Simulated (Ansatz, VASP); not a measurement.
Given: the input of a run of Ansatz 0.2.0 on Na2Sb.

File input.yaml:

```yaml
crystal:
  lattice:
    - [3.3082014232, 0.0, 0.0]
    - [0.0, 3.3082014232, 0.0]
    - [0.0, 0.0, 4.6727652869]
  atoms:
    - { symbol: Na, position: [0.5, 0.0, 0.5] }
    - { symbol: Na, position: [0.0, 0.5, 0.5] }
    - { symbol: Sb, position: [0.0, 0.0, 0.0] }
kpoints:
  mp_grid: { grid: [8, 8, 6] }
scf:
  occupations: { method: fermi_dirac, width: 0.05 }
hamiltonian:
  xc: pbe
  pseudopotentials: { kind: all_electron, lapw: { basis_error: 0.001 } }
output:
  forces: true
  stress: true
  eigenvalues: true
```

Potentials or basis: all-electron LAPW, scalar-relativistic.

Launch:

```bash
$ ansatz run input.yaml --threads 2 --pin off --max-ram 6144MiB --backend cpu --events-out ev --progress --plain --runs-dir out
```

Task: Set up the same calculation for VASP 6.6.1. Potentials there: VASP PAW PBE potentials, release 64 (Na_pv, Sb).

Result: As run (the cutoff follows the program's own potentials):

INCAR

```
PREC     = Accurate       # precision mode
ENCUT    = 520            # plane-wave cutoff, eV
EDIFF    = 1E-6           # SCF threshold, eV
ISMEAR   = -1             # smearing method
SIGMA    = 0.05           # smearing width, eV
LREAL    = False          # projectors in reciprocal space
LASPH    = True           # aspherical terms in the spheres
NELM     = 60             # most SCF steps
ALGO     = Fast           # electronic algorithm
ISIF     = 2              # what is computed and relaxed
LWAVE    = False          # write WAVECAR
LCHARG   = False          # write CHGCAR
GGA      = PE             # functional
NBANDS   = 16             # bands
```

KPOINTS

```
Automatic mesh
0
Gamma
  8 8 6
```

File POSCAR:

```
Na2Sb
1.0
    3.3082014232      0.0000000000      0.0000000000
    0.0000000000      3.3082014232      0.0000000000
    0.0000000000      0.0000000000      4.6727652869
Na Sb
2 1
Direct
    0.5000000000      0.0000000000      0.5000000000
    0.0000000000      0.5000000000      0.5000000000
    0.0000000000      0.0000000000      0.0000000000
```

Potentials or basis: VASP PAW PBE potentials, release 64 (Na_pv, Sb).

Run with:

```bash
$ cat potpaw_PBE.64/Na_pv/POTCAR potpaw_PBE.64/Sb/POTCAR > POTCAR
$ mpirun -np 1 vasp_std > vasp.out
```

Both were run:

|  | VASP | Ansatz | Ansatz less VASP |
| --- | --- | --- | --- |
| gap on the k mesh at the Fermi level (eV) | none | none | - |
| pressure (GPa) | 33.1 | 32.8 | -0.27 |
| largest component of the traceless stress (GPa) | 7.36 | 7.54 | +0.182 |

A gap of «none» marks a metal or a gap that the smearing closes. Ansatz ran all-electron here, so the differences hold the error of VASP's frozen core and of both bases.

Caveats: so large a pressure means that the cell lies far from this level's equilibrium, or that cutoff or potentials fall short (VASP). Spin-orbit coupling is left out, which matters for the levels of Sb.
